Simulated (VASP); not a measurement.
Output of a VASP run:

**OUTCAR**
```
 ion  position               nearest neighbor table
   1  0.000  0.000  0.000-   3 2.20   3 2.20   3 2.20   2 2.20   3 2.20   2 2.20   2 2.20   2 2.20
  LATTYP: Found a face centered cubic cell.
 ALAT       =     5.0800000000
 Subroutine PRICEL returns:
 Original cell was already a primitive cell.
 Subroutine GETGRP returns: Found 48 space group operations
The static configuration has the point symmetry O_h .
The dynamic configuration has the point symmetry O_h .
 Subroutine INISYM returns: Found 48 space group operations
 Subroutine IBZKPT returns following result:
 Found     29 irreducible k-points:

 Following reciprocal coordinates:
            Coordinates               Weight
  0.000000  0.000000  0.000000      1.000000
  0.125000  0.000000  0.000000      8.000000
  0.250000  0.000000  0.000000      8.000000
  0.375000  0.000000  0.000000      8.000000
  0.500000  0.000000  0.000000      4.000000
  0.125000  0.125000  0.000000      6.000000
  0.250000  0.125000  0.000000     24.000000
  0.375000  0.125000  0.000000     24.000000
  0.500000  0.125000  0.000000     24.000000
 -0.375000  0.125000  0.000000     24.000000
 -0.250000  0.125000  0.000000     24.000000
 -0.125000  0.125000  0.000000     12.000000
  0.250000  0.250000  0.000000      6.000000
  0.375000  0.250000  0.000000     24.000000
  0.500000  0.250000  0.000000     24.000000
 -0.375000  0.250000  0.000000     24.000000
 -0.250000  0.250000  0.000000     12.000000
  0.375000  0.375000  0.000000      6.000000
  0.500000  0.375000  0.000000     24.000000
 -0.375000  0.375000  0.000000     12.000000
  0.500000  0.500000  0.000000      3.000000
  0.375000  0.250000  0.125000     24.000000
  0.500000  0.250000  0.125000     48.000000
 -0.375000  0.250000  0.125000     24.000000
  0.500000  0.375000  0.125000     24.000000
 -0.375000  0.375000  0.125000     48.000000
 -0.250000  0.375000  0.125000     24.000000
 -0.375000  0.500000  0.125000     12.000000
 -0.250000  0.500000  0.250000      6.000000
   k-points           NKPTS =     29   k-points in BZ     NKDIM =     29   number of bands    NBANDS=     15
   number of dos      NEDOS =    301   number of ions     NIONS =      3
   total plane-waves  NPLWV =  21952
   dimension x,y,z NGX =    28 NGY =   28 NGZ =   28
   dimension x,y,z NGXF=    56 NGYF=   56 NGZF=   56
   ions per type =               1   2
   PREC   = accura    normal or accurate (medium, high low for compatibility)
   ISTART =      0    job   : 0-new  1-cont  2-samecut
   ICHARG =      2    charge: 1-file 2-atom 10-const
   ISPIN  =      1    spin polarized calculation?
   LNONCOLLINEAR =      F non collinear calculations
   LSORBIT =      F    spin-orbit coupling
   INIWAV =      1    electr: 0-lowe 1-rand  2-diag
   ENCUT  =  520.0 eV  38.22 Ry    6.18 a.u.   6.68  6.68  6.68*2*pi/ulx,y,z
   NELM   =    100;   NELMIN=  2; NELMDL= -5     # of ELM steps
   EDIFF  = 0.1E-05   stopping-criterion for ELM
   LREAL  =      F    real-space projection
   NLSPLINE    = F    spline interpolate recip. space projectors
   LMAXMIX     =    6 max onsite mixed and CHGCAR
   VOSKOWN=      0    Vosko Wilk Nusair interpolation
   EDIFFG = -.1E-01   stopping-criterion for IOM
   NSW    =     60    number of steps for IOM
   NBLOCK =      1;   KBLOCK =     60    inner block; outer block
   IBRION =      2    ionic relax: 0-MD 1-quasi-New 2-CG
   NFREE  =      1    steps in history (QN), initial steepest desc. (CG)
   ISIF   =      3    stress and relaxation
   ISYM   =      2    0-nonsym 1-usesym 2-fastsym
   TEIN   =    0.0    initial temperature
   TEBEG  =    0.0;   TEEND  =   0.0 temperature during run
   SMASS  =  -3.00    Nose mass-parameter (am)
   PSTRESS=    0.0 pullay stress
   NELECT =      22.0000    total number of electrons
   EFERMI =   0.00;   METHOD = LEGACY
   ISMEAR =     0;   SIGMA  =   0.05  broadening in eV -4-tet -1-fermi 0-gaus
   IALGO  =     38    algorithm
   LDIAG  =      T    sub-space diagonalisation (order eigenvalues)
...
```

File OSZICAR:
```
...
DAV:  16    -0.685337004110E+02   -0.64635E-04   -0.97204E-05   933   0.102E-01    0.891E-03
DAV:  17    -0.685337049205E+02   -0.45095E-05   -0.12328E-05   996   0.372E-02    0.207E-02
DAV:  18    -0.685337064155E+02   -0.14950E-05   -0.24089E-06   947   0.171E-02    0.239E-03
DAV:  19    -0.685337064895E+02   -0.74041E-07   -0.39438E-07   582   0.689E-03
   1 F= -.68533706E+02 E0= -.68533706E+02  d E =-.685337E+02
       N       E                     dE             d eps       ncg     rms          rms(c)
DAV:   1    -0.690438213164E+02   -0.51011E+00   -0.14159E+01   982   0.380E+01    0.127E+01
DAV:   2    -0.685600785506E+02    0.48374E+00   -0.19407E+00   905   0.111E+01    0.368E+00
DAV:   3    -0.685096747751E+02    0.50404E-01   -0.85363E-02  1031   0.293E+00    0.250E+00
DAV:   4    -0.684945816489E+02    0.15093E-01   -0.37140E-02  1101   0.192E+00    0.149E+00
DAV:   5    -0.684788846547E+02    0.15697E-01   -0.22616E-02   884   0.191E+00    0.760E-01
DAV:   6    -0.684957214437E+02   -0.16837E-01   -0.86955E-03   870   0.110E+00    0.247E-01
DAV:   7    -0.684971392513E+02   -0.14178E-02   -0.87825E-04   926   0.407E-01    0.840E-02
DAV:   8    -0.684969416724E+02    0.19758E-03   -0.87471E-05  1101   0.107E-01    0.106E-01
DAV:   9    -0.684972334251E+02   -0.29175E-03   -0.10265E-04   870   0.113E-01    0.451E-02
DAV:  10    -0.684972701084E+02   -0.36683E-04   -0.16478E-05  1080   0.399E-02    0.695E-02
DAV:  11    -0.684972698742E+02    0.23422E-06   -0.41606E-07   624   0.660E-03
   2 F= -.68497270E+02 E0= -.68497270E+02  d E =0.364366E-01
       N       E                     dE             d eps       ncg     rms          rms(c)
DAV:   1    -0.687561838875E+02   -0.25891E+00   -0.54163E+00   947   0.231E+01    0.812E+00
DAV:   2    -0.685760810874E+02    0.18010E+00   -0.79610E-01   912   0.708E+00    0.232E+00
DAV:   3    -0.685587315680E+02    0.17350E-01   -0.35361E-02  1031   0.177E+00    0.162E+00
DAV:   4    -0.685528719209E+02    0.58596E-02   -0.16722E-02  1080   0.125E+00    0.937E-01
DAV:   5    -0.685293083081E+02    0.23564E-01   -0.10662E-02   884   0.148E+00    0.398E-01
DAV:   6    -0.685536868145E+02   -0.24379E-01   -0.51150E-03   870   0.103E+00    0.253E-01
DAV:   7    -0.685538922403E+02   -0.20543E-03   -0.29274E-04   975   0.218E-01    0.517E-02
DAV:   8    -0.685537766651E+02    0.11558E-03   -0.34052E-05  1024   0.687E-02    0.718E-02
DAV:   9    -0.685539073059E+02   -0.13064E-03   -0.30174E-05   870   0.669E-02    0.349E-02
DAV:  10    -0.685539304033E+02   -0.23097E-04   -0.75383E-06  1087   0.290E-02    0.404E-02
DAV:  11    -0.685539294974E+02    0.90584E-06   -0.23179E-07   456   0.542E-03
   3 F= -.68553929E+02 E0= -.68553929E+02  d E =-.202230E-01
       N       E                     dE             d eps       ncg     rms          rms(c)
DAV:   1    -0.685539908420E+02   -0.60439E-04   -0.12754E-03   947   0.356E-01    0.117E-01
DAV:   2    -0.685539414719E+02    0.49370E-04   -0.19376E-04   898   0.110E-01    0.325E-02
DAV:   3    -0.685539371580E+02    0.43140E-05   -0.81771E-06  1031   0.276E-02    0.225E-02
DAV:   4    -0.685539331609E+02    0.39970E-05   -0.40092E-06  1080   0.195E-02    0.138E-02
DAV:   5    -0.685539315748E+02    0.15861E-05   -0.26182E-06   698   0.224E-02    0.666E-03
DAV:   6    -0.685539340491E+02   -0.24743E-05   -0.84864E-07   645   0.115E-02    0.242E-03
DAV:   7    -0.685539339617E+02    0.87458E-07   -0.13730E-07   442   0.523E-03
   4 F= -.68553934E+02 E0= -.68553934E+02  d E =-.202275E-01
```

OUTCAR:
```
------------------------ aborting loop because EDIFF is reached ----------------------------------------
  FORCE on cell =-STRESS in cart. coord.  units (eV):
  Direction    XX          YY          ZZ          XY          YZ          ZX
  --------------------------------------------------------------------------------------
  Total        0.0095252      0.0095252      0.0095252     -0.0000000     -0.0000000      0.0000000
  in kB        0.4787529      0.4787529      0.4787529     -0.0000000     -0.0000000      0.0000000
  external PRESSURE =       0.4787529 kB  Pullay stress =       0.0000000 kB
  volume of cell :       31.88
      direct lattice vectors                 reciprocal lattice vectors
     0.000000000  2.516597434  2.516597434    -0.198680962  0.198680962  0.198680962
     2.516597434 -0.000000000  2.516597434     0.198680962 -0.198680962  0.198680962
     2.516597434  2.516597434 -0.000000000     0.198680962  0.198680962 -0.198680962
 POSITION                                       TOTAL-FORCE (eV/Angst)
 -----------------------------------------------------------------------------------
      2.51660      2.51660      5.03319         0.000000     -0.000000      0.000000
      1.25830      1.25830      1.25830        -0.000000     -0.000000     -0.000000
      3.77490      3.77490      3.77490         0.000000      0.000000      0.000000
 -----------------------------------------------------------------------------------
    total drift:                                0.000000      0.000000      0.000000
  FREE ENERGIE OF THE ION-ELECTRON SYSTEM (eV)
  ---------------------------------------------------
  free  energy   TOTEN  =       -68.5539339617 eV

  energy  without entropy=      -68.5539339617  energy(sigma->0) =      -68.55393396

 reached required accuracy - stopping structural energy minimisation
```
(Selected blocks of OUTCAR.)

**POSCAR**
```
HfO2
1
    0.0000000000     2.5400000000     2.5400000000
    2.5400000000     0.0000000000     2.5400000000
    2.5400000000     2.5400000000     0.0000000000
Hf O
1 2
Direct
  0.0000000000   0.0000000000   0.0000000000
  0.2500000000   0.2500000000   0.2500000000
  0.7500000000   0.7500000000   0.7500000000
```

Task: Write an INCAR and KPOINTS that could have produced this output.

Result: One answer among several that fit: the input of the run itself, r2SCAN meta-GGA, plane waves, VASP's PBE PAW potentials (set 64).

**INCAR**
```
SYSTEM = HfO2
PREC = Accurate
ENCUT = 520
EDIFF = 1E-6
NELM = 100
ALGO = Normal
LREAL = .FALSE.
LASPH = .TRUE.
ISMEAR = 0
SIGMA = 0.05
METAGGA = R2SCAN
LMIXTAU = .TRUE.
LMAXMIX = 6
LWAVE = .FALSE.
LCHARG = .FALSE.
IBRION = 2
ISIF = 3
NSW = 60
EDIFFG = -0.01
```

File KPOINTS:
```
Regular mesh
0
G
 8 8 8
```

POTCAR, in this order: Hf_pv O (PBE.64 set). Program: vasp_std.

Energy and stress use the plane-wave basis of the starting cell.

The compound is HfO2 in the fluorite structure, the high-temperature cubic form, which is unstable at 0 K; the monoclinic form is the stable one. This run relaxes it. Symmetry was kept, so distortions that lower it aren't found.
